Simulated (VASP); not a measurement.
The system is Tl3Cu.

```
Tl Cu
1.0
     4.71700    0.00000    0.00000
     0.00000    4.71700    0.00000
     0.00000    0.00000    4.71700
Tl Cu
3 1
Direct
  0.50000 0.50000 0.00000
  0.50000 0.00000 0.50000
  0.00000 0.50000 0.50000
  0.00000 0.00000 0.00000
```

The cell comes from a database or a generator and needn't be the stable form of this composition.

| Item | Value |
| --- | --- |
| Program | VASP 6.6.1 |
| Task | single point |
| Functional | PBE |
| Potentials or basis | VASP PAW PBE potentials, release 64 (Tl_d, Cu) |
| Cutoff | 520 eV |
| k mesh | 6 × 6 × 6 |
| Occupations | fermi-dirac, width 0.05 eV |
| Spin | no spin polarisation |

On this cell: pressure 0.0 GPa; largest force zero by symmetry; band gap on the k mesh none (metal or under the smearing width).

The same run follows on a disturbed copy (atoms moved at random, drawn with an rms of 0.05 Å):

```
Tl Cu
1.0
     4.71700    0.00000    0.00000
     0.00000    4.71700    0.00000
     0.00000    0.00000    4.71700
Tl Cu
3 1
Direct
  0.48604 0.49439 0.99891
  0.48620 0.99816 0.49703
  0.99509 0.49394 0.50977
  0.99723 0.00284 0.00647
```

Q: What does the disturbed cell give?

A: The energy (extrapolated to zero smearing) moves by +1.4 meV/atom; pressure 0.0 GPa; largest force 0.181 eV/Å; band gap on the k mesh none (metal or under the smearing width).

Forces in eV/Å, atoms in the order of the input:
```
Tl   0.081  0.035  0.077
Tl   0.079 -0.075 -0.012
Tl  -0.163  0.037 -0.069
Cu   0.003  0.003  0.005
```
